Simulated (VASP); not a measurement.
The input files of a VASP run:

### KPOINTS
```
kpoints
0
G
  7 7 7
```

POSCAR:
```
AlAs
1
    0.0000000000     2.8300000000     2.8300000000
    2.8300000000     0.0000000000     2.8300000000
    2.8300000000     2.8300000000     0.0000000000
Al As
1 1
Direct
  0.0000000000   0.0000000000   0.0000000000
  0.2500000000   0.2500000000   0.2500000000
```

INCAR:
```
! general
SYSTEM   =  AlAs
PREC     =  Accurate
ENCUT    =  480   ! plane-wave cut-off (eV)
LREAL    =  .False.   ! projection in real space or not
LASPH    =  .True.   ! aspherical one-centre terms

! electronic loop
EDIFF    =  1E-6
NELM     =  100   ! most electronic steps
ALGO     =  Normal   ! blocked Davidson
LMAXMIX  =  4

! smearing
ISMEAR   =  0   ! Gaussian
SIGMA    =  0.05

! functional
GGA      =  PE

! ions
IBRION   =  2   ! conjugate gradients
NSW      =  60
ISIF     =  3   ! ions, shape and volume
EDIFFG   =  -0.01   ! ionic stop

! output
LWAVE    =  .False.
LCHARG   =  .False.
```

POTCAR, in this order: Al As (PBE.64 set). Program: vasp_std.

Question: Write an equivalent input for Quantum ESPRESSO's pw.x.

Answer: One equivalent input (not run):
```
&CONTROL
  calculation = 'vc-relax'
  pseudo_dir = './pseudo'
  outdir = './out'
  tprnfor = .true.
  tstress = .true.
  nstep = 60
  forc_conv_thr = 0.00039
/
&SYSTEM
  ibrav = 0
  nat = 2
  ntyp = 2
  ecutwfc = 84
  occupations = 'smearing'
  smearing = 'gaussian'
  degauss = 0.003675
  input_dft = 'pbe'
/
&ELECTRONS
  conv_thr = 7.3e-08
  electron_maxstep = 100
/
&IONS
/
&CELL
/
ATOMIC_SPECIES
  Al 26.982 Al.upf
  As 74.922 As.upf
CELL_PARAMETERS angstrom
     0.0000000    2.8300000    2.8300000
     2.8300000    0.0000000    2.8300000
     2.8300000    2.8300000    0.0000000
ATOMIC_POSITIONS crystal
  Al   0.0000000  0.0000000  0.0000000
  As   0.2500000  0.2500000  0.2500000
K_POINTS automatic
  7 7 7 0 0 0
```
The two are equivalent in intent, not identical: the potentials are each code's own (VASP's PAW set, PseudoDojo norm-conserving files in pw.x), so ENCUT and ecutwfc are chosen apart and not converted; conv_thr bounds pw.x's estimated SCF error, while EDIFF bounds the energy change between steps; forc_conv_thr acts on force components and is met together with etot_conv_thr.

The compound is AlAs in the zinc blende structure. This run relaxes it. Symmetry was kept, so distortions that lower it aren't found.
